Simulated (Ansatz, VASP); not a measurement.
# CuBW (CuBW in the AlB2 type): VASP beside Ansatz

Aim: how closely do two programs agree when they are given the same cell, functional and k mesh? The cell is generated by rule, not measured, and may not be a known phase. The cell is taken from a series of runs on this material, whose earlier steps may have relaxed, scaled, displaced or heated it; both programs get it as it stands.

Method: plane waves, with VASP 6.6.1 beside it; relaxation of cell and atoms at PBE and zone-centre phonons at PBE, in Ansatz 0.2.0.

The structure was built from a prototype and need not be the compound's stable phase.

### Step 1. Starting point

It takes space group P-6m2 (No. 187, hexagonal). The conventional cell has a = 3.451 Å, b = 3.451 Å, c = 3.242 Å, α = 90.00°, β = 90.00°, γ = 120.00°. Nearest to W lie 6 B at 2.57 Å and 6 Cu at 2.57 Å. Nearest to B lie 3 Cu at 1.99 Å and 6 W at 2.57 Å. Cu has 3 B at 1.99 Å and 6 W at 2.57 Å nearest. Farther neighbours are not listed.

### Step 2. Ansatz: relaxation of cell and atoms, PBE

Ansatz runs on its PAW soft_1 files.

The relaxed volume is the usual yardstick between codes: in a stiff, nearly cubic crystal its relative difference is about their pressure difference at one cell divided by the bulk modulus.

Input file input.yaml:

```yaml
crystal:
  lattice:
    - [3.4513428282, -2.9639e-06, 0.0]
    - [-1.7256688473, 2.9889520484, 0.0]
    - [0.0, 0.0, 3.2417822226]
  atoms:
    - { symbol: W, position: [0.0, 0.0, 0.0] }
    - { symbol: B, position: [0.3333333333, 0.6666666667, 0.5] }
    - { symbol: Cu, position: [0.6666666667, 0.3333333333, 0.5] }
kpoints:
  mp_grid: { grid: [9, 9, 8] }
hamiltonian:
  xc: pbe
  pseudopotentials: { kind: paw, azcp: { folder: soft_1 } }
scf:
  occupations: { method: methfessel_paxton, width: 0.2 }
output:
  forces: true
  stress: true
  eigenvalues: true
relax:
  adjacent_minimum: "off"
  f_tol: 0.001
  max_steps: 60
  cell: { stress_tol: 0.01 }
```

On the command line:

```
ansatz run input.yaml --threads 4 --pin off --max-ram 12288MiB --backend cpu --events-out ev --progress --plain --runs-dir out
```

Numbers of over 12 decimals in the logs are rounded to 6 here.

Output:

```text
Engine: ansatz 0.2.0, aarch64-unknown-linux-gnu
Pseudopotentials: kind: paw
Pseudopotential: W, paw, valence charge 14, recommended cutoff 420 eV (normal), soft_1/W.paw.azcp
Pseudopotential: B, paw, valence charge 3, recommended cutoff 420 eV (normal), soft_1/B.paw.azcp
Pseudopotential: Cu, paw, valence charge 19, recommended cutoff 420 eV (normal), soft_1/Cu.paw.azcp
Functional definition: PBE
  parameter kappa = 0.804
  parameter beta = 0.066725
  exchange = pbe_x(kappa = kappa, mu = beta*pi^2/3)
  correlation = pbe_c(beta = beta)
Crystal: 3 atoms, lattice volume = 33.442 Å³
Basis set: ecut = 420 eV, 647 PW (Γ), exchange–correlation on 48×48×48 points (8 copies of the dense FFT grid, shifted against one another)
Bands: 22, of which v1, the nominal top of the filled ones, is band 18 counted from 1 (17 counted from 0)
Symmetry: 12 space group operations
Space group: P-6m2 (ITA 187), of the structure as read, at distance tolerance 3.2e-5 Å
k-points: 60 of 648 (time reversal used)
Non-local potential: W, projectors of the file, l = 0: 3, l = 1: 2, l = 2: 2, l = 3: 1
Non-local potential: B, projectors of the file, l = 0: 2, l = 1: 2, l = 2: 1
Non-local potential: Cu, projectors of the file, l = 0: 3, l = 1: 2, l = 2: 3, l = 3: 1
PAW form: soft (Blöchl's): semilocal exchange-correlation on the pseudo side does not see the compensation charge
PAW one-centre angular grid: W, 590 points (default); XC on 64 Gauss nodes
PAW one-centre angular grid: B, 110 points (default); XC on 64 Gauss nodes
PAW one-centre angular grid: Cu, 590 points (default); XC on 64 Gauss nodes
Initial density: superposition of atomic densities (chi_scale 0.1, normalization cell, long waves kept (reshape's long-wave potential 0.00 eV rms))
Initial wavefunctions: pseudopotential atomic-orbital guess
Functional: x = pbe(κ = 0.804, μ = 0.219515), c = pbe(β = 0.066725)
SCF iter   1: F=—  HF=-17168.647852 eV  |F-HF|=—  |Δ(HF+E_count)|=         —  Δρ=1.98e-1  dr2=1.18e1  ethr=3.10e-3  ⟨swp⟩=4.2  Hψ=4701  notcnv=0
preconditioner: auto → none  [metal: Δε(μ)=0.074 eV  Ē_g=7.382 eV  σ=0.200 eV  W_gap=0.30  n_scr=8 (ndim 8)  ℏωp=28.7 eV  f_vac=0.000  D(μ)=0.38/eV (n_scr^D=0)  sad-step TF]
SCF iter   2: F=—  HF=-17167.184475 eV  |F-HF|=—  |Δ(HF+E_count)|=    1.46e0  S|Δr|=    0.00e0  Δρ=8.55e-2  dr2=3.93e0  ethr=3.10e-3  ⟨swp⟩=2.0  Hψ=2714  notcnv=0
SCF iter   3: F=—  HF=-17166.271776 eV  |F-HF|=—  |Δ(HF+E_count)|=   9.13e-1  S|Δr|=    0.00e0  Δρ=5.18e-2  dr2=5.18e-1  ethr=3.10e-3  ⟨swp⟩=2.4  Hψ=2428  notcnv=0
SCF iter   4: F=—  HF=-17166.167532 eV  |F-HF|=—  |Δ(HF+E_count)|=   1.04e-1  S|Δr|=    0.00e0  Δρ=3.79e-3  dr2=1.58e-3  ethr=1.44e-3  ⟨swp⟩=2.0  Hψ=2243  notcnv=0
SCF iter   5: F=—  HF=-17166.172991 eV  |F-HF|=—  |Δ(HF+E_count)|=   5.46e-3  S|Δr|=    0.00e0  Δρ=2.66e-3  dr2=1.72e-3  ethr=4.40e-6  ⟨swp⟩=2.0  Hψ=2440  notcnv=0
SCF iter   6: F=—  HF=-17166.172851 eV  |F-HF|=—  |Δ(HF+E_count)|=   1.40e-4  S|Δr|=    0.00e0  Δρ=6.66e-4  dr2=1.34e-4  ethr=4.40e-6  ⟨swp⟩=2.0  Hψ=1918  notcnv=0
SCF iter   7: F=—  HF=-17166.172762 eV  |F-HF|=—  |Δ(HF+E_count)|=   8.97e-5  S|Δr|=    0.00e0  Δρ=1.55e-4  dr2=8.36e-6  ethr=3.74e-7  ⟨swp⟩=2.0  Hψ=2358  notcnv=0
SCF iter   8: F=—  HF=-17166.172738 eV  |F-HF|=—  |Δ(HF+E_count)|=   2.33e-5  S|Δr|=    0.00e0  Δρ=1.25e-5  dr2=3.76e-8  ethr=2.78e-10  ⟨swp⟩=3.3  Hψ=5257  notcnv=0
SCF iter   9: F=-17166.172738 eV  HF=-17166.172738 eV  |F-HF|=7.60e-10  |Δ(HF+E_count)|=   2.09e-9  S|Δr|=    0.00e0  Δρ=3.00e-6  dr2=1.63e-9  ethr=1.04e-10  ⟨swp⟩=2.1  Hψ=4406  notcnv=0
SCF 1 converged in 9 iterations: F = -17166.172738 eV  dr2 = 1.63e-9
  greatest PAW one-centre occupation: 0.999 electrons in one spin orbital (limit 2), on the W atom at site 0 (counted from 0), in its partial waves of l = 0
relax step   1: F+E_penalty+E_count = -17166.17273823 eV  Δ(F+E_penalty+E_count) = +0.000e0 eV  max|allowed force component| = 2.961e-16 eV/Å  Δτ_max = 0.0000 Å  P = -0.012 GPa  Ω = 33.442 Å³  (9 SCF iters, dr2 threshold 1.00e-7 eV, accepted)
[...]
relax step   2: F+E_penalty+E_count = -17166.17275320 eV  Δ(F+E_penalty+E_count) = -1.498e-5 eV  max|allowed force component| = 1.172e-16 eV/Å  Δτ_max = 0.0000 Å  P = +0.067 GPa  Ω = 33.431 Å³  energy of the carried Pulay correction = +7.858e-6 eV  (3 SCF iters, dr2 threshold 3.50e-8 eV, accepted)
[...]
relax step   3: F+E_penalty+E_count = -17166.17274899 eV  Δ(F+E_penalty+E_count) = +4.210e-6 eV  max|allowed force component| = 1.411e-16 eV/Å  Δτ_max = 0.0000 Å  P = +0.011 GPa  Ω = 33.438 Å³  energy of the carried Pulay correction = +1.717e-6 eV  (4 SCF iters, dr2 threshold 1.44e-8 eV, accepted)
[...]
relax step   4: F+E_penalty+E_count = -17166.17274789 eV  Δ(F+E_penalty+E_count) = +1.103e-6 eV  max|allowed force component| = 3.176e-16 eV/Å  Δτ_max = 0.0000 Å  P = +0.000 GPa  Ω = 33.439 Å³  energy of the carried Pulay correction = +5.527e-7 eV  (4 SCF iters, dr2 threshold 4.28e-10 eV, accepted)
[...]
relax step   5: F+E_penalty+E_count = -17166.17275018 eV  Δ(F+E_penalty+E_count) = -2.295e-6 eV  max|allowed force component| = 3.176e-16 eV/Å  Δτ_max = 0.0000 Å  P = -0.000 GPa  Ω = 33.439 Å³  stress off target by 8.85e-4 GPa  SCF on the basis re-selected at this cell (its energy is not comparable with the rows above)  (5 SCF iters)
basis re-selected at this cell: Δ(F+E_penalty+E_count) = -2.295e-6 eV, ΔP = -0.000 GPa vs the last step (what re-selecting the basis moved, of the pressure what is left beyond the Pulay correction that the steps carried, after the strain that the cell walked since its last selection, with what the two solves' SCF thresholds leave and, on support functions, any second-order correction that the steps lacked; it is no m [...]
SCF converged after 5 iterations
Stability not checked: this state was not tested for a lower state beside it, because cold or Methfessel-Paxton smearing, or corrected tetrahedra, fill the levels in a way that the test cannot read (fill_not_monotonic; see scf.lower_state_search)
Free energy (F): -17166.172750 eV
Harris-Foulkes:  -17166.172750 eV  (|F-HF|=0.00e0)
Internal energy: -17166.174479 eV  (E = F + TS)
E sigma→0 (E₀):  -17166.173182 eV
Entropy (-TS):   0.001729 eV (0.576 meV/atom)
Fermi energy:    19.089809 eV
--- Per-component energies (eV) ---
  E_band       = -445.155210
  E_kinetic    = 731.936450
  E_local      = -5699.895195  (includes V_loc(G=0)·N_el)
  E_nonlocal   = 859.815039
  E_hartree    = 2456.356920
  E_xc         = -370.746680
  E_vxc        = -360.864751  (∫ρ·V_xc dr)
  E_paw        = -10461.232986  (= ΣΔE_a)
  E_vpaw       = -888.861722  (= ΣTr[D̂ρ^β])
  E_aug_tail   = 0.001172  (compensation charges beyond the density's cutoff)
  E_ewald      = -4682.409198
  E_smearing   = 0.001729  (= −TS)
  E_closure    = 0.000000  (closes the sum)
  Σ components = -17166.172750   (vs F -17166.172750, Δ=0.00e0)
--- Forces (eV/Å), atoms counted from 1 ---
  atom   1  W     -0.00000000     0.00000000    -0.00000000
  atom   2  B     -0.00000000     0.00000000    -0.00000000
  atom   3  Cu     0.00000000    -0.00000000     0.00000000
  max |Σ_I F_I| component: 7.40e-17 eV/Å
--- Stress (GPa, compression-positive) ---
        0.000246       0.000000       0.000000
        0.000000       0.000246      -0.000000
        0.000000      -0.000000      -0.000885
  P = ⅓ Tr σ = -0.0001 GPa (-0.001 kbar)
--- Band table (eV; the first three rows and the last of 60) ---
  k-point 0: bands = [... 14 lower, 16.8297, 16.8297, 17.3091, 19.3508, 20.1062, 20.1062, 24.0515, 24.1546]
  k-point 1: bands = [... 14 lower, 16.9996, 16.9996, 17.1417, 19.1138, 19.8681, 19.8681, 24.1319, 24.1319]
  k-point 2: bands = [... 14 lower, 16.3540, 17.5449, 17.5449, 19.4555, 19.4741, 19.4741, 23.4497, 23.4497]
  k-point 59: bands = [... 14 lower, 15.3540, 15.9600, 16.2284, 16.5650, 20.8307, 23.1945, 23.3307, 23.5724]
--- Relaxed structure (4 steps of the walk, 4 accepted, 1 SCFs on fresh bases) ---
  F+E_penalty+E_count = -17166.17275018 eV   max|allowed force component| = 3.176e-16 eV/Å   (the final SCF, on the basis selected at the relaxed cell)
  cell:  # Å, volume = 33.4394 Å³
    - [3.452194, -2.9646233483624225e-6, 0]
    - [-1.726094, 2.989689, 0]
    - [0, 0, 3.239942]
  atoms:
    - { symbol: W, position: [0, 0, 0] }
    - { symbol: B, position: [0.333333, 0.666667, 0.500000] }
    - { symbol: Cu, position: [0.666667, 0.333333, 0.500000] }
```

### Step 3. VASP: relaxation of cell and atoms, PBE

The same cell, functional, mesh and smearing now go to VASP, with its own data sets.

Lines of VASP's logs that name or quote its potential files are left out, and so is its time.

Input file INCAR:

```
SYSTEM = CuBW
PREC = Accurate
ENCUT = 600
EDIFF = 1E-07
NELM = 120
ISMEAR = 1
SIGMA = 0.2
LREAL = .FALSE.
ALGO = Normal
GGA = PE
NBANDS = 16
LASPH = .TRUE.
LORBIT = 11
LWAVE = .FALSE.
LCHARG = .FALSE.
ISIF = 3
IBRION = 2
NSW = 80
EDIFFG = -0.005
GGA_COMPAT = .FALSE.
NELMIN = 4
KPAR = 2
```

Input file POSCAR:

```
CuBW
1.0
    3.4513430000     -0.0000030000      0.0000000000
   -1.7256690000      2.9889520000      0.0000000000
    0.0000000000      0.0000000000      3.2417820000
W B Cu
1 1 1
Direct
    0.0000000000      0.0000000000      0.0000000000
    0.3333333333      0.6666666667      0.5000000000
    0.6666666667      0.3333333333      0.5000000000
```

Input file KPOINTS:

```
Automatic mesh
0
Gamma
9 9 8
0 0 0
```

Potentials, in the order of the species: W, B and Cu (PBE family, release 64).

On the command line:

```
mpirun -np 2 vasp_std
```

Output:

```text
[banner, memory and clock lines left out]
running    2 mpi-ranks, on    1 nodes
 distrk:  each k-point on    1 cores,    2 groups
 distr:  one band on    1 cores,    1 groups

 POSCAR found type information on POSCAR W B Cu
 POSCAR found :  3 types and       3 ions
 LDA part: xc-table for (Slater+PW92), standard interpolation
 POSCAR, INCAR and KPOINTS ok, starting setup
 FFT: planning ... GRIDC
 FFT: planning ... GRID_SOFT
 FFT: planning ... GRID
 WAVECAR not read
 entering main loop
       N       E                     dE             d eps       ncg     rms          rms(c)
DAV:   1     0.100207472216E+03    0.10021E+03   -0.10280E+04  1976   0.182E+03
DAV:   2    -0.188471907920E+02   -0.11905E+03   -0.11317E+03  2024   0.323E+02
DAV:   3    -0.271701433073E+02   -0.83230E+01   -0.80641E+01  2640   0.853E+01
DAV:   4    -0.273282707612E+02   -0.15813E+00   -0.15775E+00  2080   0.117E+01
DAV:   5    -0.273313872762E+02   -0.31165E-02   -0.31163E-02  2688   0.181E+00    0.257E+01
DAV:   6    -0.260917435402E+02    0.12396E+01   -0.57291E+01  2256   0.248E+02    0.149E+01
DAV:   7    -0.226182643788E+02    0.34735E+01   -0.15076E+01  2496   0.137E+02    0.367E+00
DAV:   8    -0.225689493996E+02    0.49315E-01   -0.97475E-01  2712   0.148E+01    0.305E+00
DAV:   9    -0.225490443474E+02    0.19905E-01   -0.78552E-02  2968   0.476E+00    0.876E-01
DAV:  10    -0.225415987710E+02    0.74456E-02   -0.31954E-02  2504   0.699E+00    0.114E-01
DAV:  11    -0.225417131229E+02   -0.11435E-03   -0.36837E-03  2464   0.192E+00    0.133E-01
DAV:  12    -0.225415694226E+02    0.14370E-03   -0.12611E-03  2448   0.140E+00    0.581E-02
DAV:  13    -0.225415400884E+02    0.29334E-04   -0.18830E-04  2552   0.514E-01    0.132E-02
DAV:  14    -0.225415400153E+02    0.73116E-07   -0.93731E-06  2832   0.433E-02    0.357E-03
DAV:  15    -0.225415401926E+02   -0.17730E-06   -0.36092E-07  1896   0.202E-02    0.128E-03
DAV:  16    -0.225415402338E+02   -0.41172E-07   -0.83802E-08  1048   0.902E-03
   1 F= -.22541540E+02 E0= -.22542094E+02  d E =-.225415E+02
[...]
2 F= -.22540869E+02 E0= -.22541439E+02  d E =0.671133E-03
[...]
3 F= -.22542443E+02 E0= -.22543007E+02  d E =-.902875E-03
[...]
4 F= -.22542717E+02 E0= -.22543302E+02  d E =-.274052E-03
 trial-energy change:   -0.000274  1 .order   -0.000276   -0.000422   -0.000131
 step:   1.3129(harm=  1.2854)  dis= 0.00000  next Energy=   -22.542748 (dE=-0.305E-03)
 bond charge predicted
       N       E                     dE             d eps       ncg     rms          rms(c)
DAV:   1    -0.225428811454E+02   -0.16397E-03   -0.61501E-03  2136   0.735E-01    0.813E-02
DAV:   2    -0.225427808566E+02    0.10029E-03   -0.21368E-04  2848   0.302E-01    0.471E-02
DAV:   3    -0.225427569987E+02    0.23858E-04   -0.43549E-05  2536   0.239E-01    0.287E-02
DAV:   4    -0.225427492405E+02    0.77582E-05   -0.43948E-05  2456   0.254E-01    0.160E-02
DAV:   5    -0.225427447851E+02    0.44553E-05   -0.12270E-05  2680   0.124E-01    0.190E-03
DAV:   6    -0.225427448135E+02   -0.28386E-07   -0.89670E-07  2024   0.870E-03
   5 F= -.22542745E+02 E0= -.22543335E+02  d E =-.301705E-03
 curvature:  -0.72 expect dE=-0.218E-05 dE for cont linesearch -0.168E-06
 trial: gam= 0.00099 g(F)=  0.369E-45 g(S)=  0.303E-05 ort =-0.112E-04 (trialstep = 0.972E+00)
 search vector abs. value=  0.301E-05
 reached required accuracy - stopping structural energy minimisation
```

OUTCAR, selected parts (step 3):

```text
ion  position               nearest neighbor table
   1  0.000  0.000  0.000-   2 2.57   2 2.57   3 2.57   3 2.57   3 2.57   3 2.57   2 2.57   2 2.57
                             2 2.57   3 2.57   2 2.57   3 2.57
   2  0.333  0.667  0.500-   3 1.99   3 1.99   3 1.99   1 2.57   1 2.57   1 2.57   1 2.57   1 2.57
                             1 2.57
   3  0.667  0.333  0.500-   2 1.99   2 1.99   2 1.99   1 2.57   1 2.57   1 2.57   1 2.57   1 2.57
                             1 2.57

  LATTYP: Found a hexagonal cell.
 ALAT       =     3.4513430000
 C/A-ratio  =     0.9392813174

 Subroutine GETGRP returns: Found 12 space group operations
 (whereof 12 operations were pure point group operations)

The static configuration has the point symmetry D_3h.

 Found     60 irreducible k-points:

   k-points           NKPTS =     60   k-points in BZ     NKDIM =     60   number of bands    NBANDS=     16

   dimension x,y,z NGX =    28 NGY =   28 NGZ =   28
   dimension x,y,z NGXF=    56 NGYF=   56 NGZF=   56

   ENCUT  =  600.0 eV  44.10 Ry    6.64 a.u.   6.89  6.89  6.47*2*pi/ulx,y,z

   NELECT =      20.0000    total number of electrons

 k-points in reciprocal lattice and weights: Automatic mesh
   0.00000000  0.00000000  0.00000000       0.002
   0.11111111 -0.00000000  0.00000000       0.009
   0.22222222  0.00000000  0.00000000       0.009
   0.33333333  0.00000000  0.00000000       0.009
   0.44444444  0.00000000  0.00000000       0.009
   0.11111111  0.11111111  0.00000000       0.009
   0.22222222  0.11111111  0.00000000       0.019
   0.33333333  0.11111111  0.00000000       0.019
   0.44444444  0.11111111  0.00000000       0.009
[...]
0.33333333  0.22222222  0.50000000       0.019
   0.33333333  0.33333333  0.50000000       0.003

 average (electrostatic) potential at core
       1 -38.0643       2 -24.7058       3 -64.4077

 E-fermi :   8.3817

 k-point     1 :       0.0000    0.0000    0.0000
  band No.  band energies     occupation
    ...
      5       3.9465      2.00000
      6       3.9465      2.00000
      7       6.1125      2.00000
      8       6.1125      2.00000
      9       6.5938      2.00000
     10       8.7868     -0.01472
     11       9.4057     -0.00000
     12       9.4057     -0.00000
     13      13.4335      0.00000
     14      13.4904      0.00000
    ...

 k-point     2 :       0.1111   -0.0000    0.0000
  band No.  band energies     occupation
    ...
      6       3.9217      2.00000
      7       5.8683      2.00000
      8       6.2238      2.00000
      9       6.6650      2.00000
     10       7.7966      2.00028
     11       9.4324     -0.00000
     12      10.6833     -0.00000
     13      12.4884      0.00000
     14      12.7413      0.00000
     15      13.9913      0.00000
    ...

 k-point     3 :       0.2222    0.0000    0.0000
  band No.  band energies     occupation
    ...
      6       3.8092      2.00000
      7       5.3761      2.00000
      8       6.5270      2.00000
      9       6.6821      2.00000
     10       7.0257      2.00000
     11       9.4971     -0.00000
     12      11.0995     -0.00000
     13      11.4591     -0.00000
     14      12.1921     -0.00000
     15      14.8737      0.00000
    ...

  Total        0.0054434      0.0054434      0.0113719     -0.0000000      0.0000000      0.0000000
  in kB        0.2621209      0.2621208      0.5476056     -0.0000000      0.0000000      0.0000000
  external PRESSURE =       0.3572824 kB  Pullay stress =       0.0000000 kB

  energy-cutoff  :      600.00
  volume of cell :       33.27
      direct lattice vectors                 reciprocal lattice vectors
     3.452859547 -0.000003001 -0.000000000     0.289615169  0.167209082  0.000000000
    -1.726427273  2.990265369  0.000000000     0.000000291  0.334418648  0.000000000
     0.000000000 -0.000000000  3.222456047     0.000000000  0.000000000  0.310322309

 POSITION                                       TOTAL-FORCE (eV/Angst)
 -----------------------------------------------------------------------------------
      0.00000      0.00000      0.00000        -0.000000     -0.000000     -0.000000
      0.00000      1.99351      1.61123        -0.000000      0.000000     -0.000000
      1.72643      0.99675      1.61123         0.000000     -0.000000      0.000000
 -----------------------------------------------------------------------------------
    total drift:                               -0.000003      0.000001      0.000000

  FREE ENERGIE OF THE ION-ELECTRON SYSTEM (eV)
  ---------------------------------------------------
  free  energy   TOTEN  =       -22.5427448135 eV

  energy  without entropy=      -22.5445163148  energy(sigma->0) =      -22.54333531

 reached required accuracy - stopping structural energy minimisation

 total charge
# of ion       s       p       d       tot
------------------------------------------
    1        0.521   0.602   4.040   5.163
    2        0.666   1.111   0.000   1.777
    3        0.587   0.815   9.123  10.525
--------------------------------------------------
tot          1.773   2.528  13.162  17.464

[... 3 further parts left out ...]
```

CONTCAR:

```
CuBW
   1.00000000000000
     3.4528595472595400   -0.0000030013670745   -0.0000000000000000
    -1.7264272725735563    2.9902653688561545    0.0000000000000000
     0.0000000000000000   -0.0000000000000000    3.2224560471202612
  W               B               Cu
     1     1     1
Direct
     0.0000000000000000    0.0000000000000000    0.0000000000000000
     0.3333333332999970    0.6666666667000030    0.5000000000000000
     0.6666666667000030    0.3333333332999970    0.5000000000000000
```

The run keeps the 12 symmetry operations of its start, so it cannot find a distortion of lower symmetry.

### Step 4. Side by side

Known differences besides the potentials themselves: the data sets hold 36 valence electrons in Ansatz (on its PAW soft_1 files) and 20 in VASP; the cutoff is 420 eV in Ansatz and 600 eV in VASP; Ansatz adds a Pulay correction to the stress that steers its cell, VASP none. Total energies have different zeros and are not compared.

Both answers:

```tsv
quantity	Ansatz	VASP	difference
volume (Å³)	33.44	33.27	+0.50 %
edge a after relaxation, in the typed setting (Å)	3.452	3.453	-0.02 %
edge c after relaxation, in the typed setting (Å)	3.240	3.223	+0.54 %
```

[end of part 1 of 2]

[Lines on the potential files, build, host, timing and source positions are cut from VASP's logs without a mark.]

[Logs are printed without paths, hosts, clocks, repeated set-up lines and the standing remarks that a program may print on its own settings, such as how far it seeks lower states.]

[Hosts, paths, dates, database ids (printed as entryN), source tags and the programs' standing remarks are cut or masked in the printed files.]
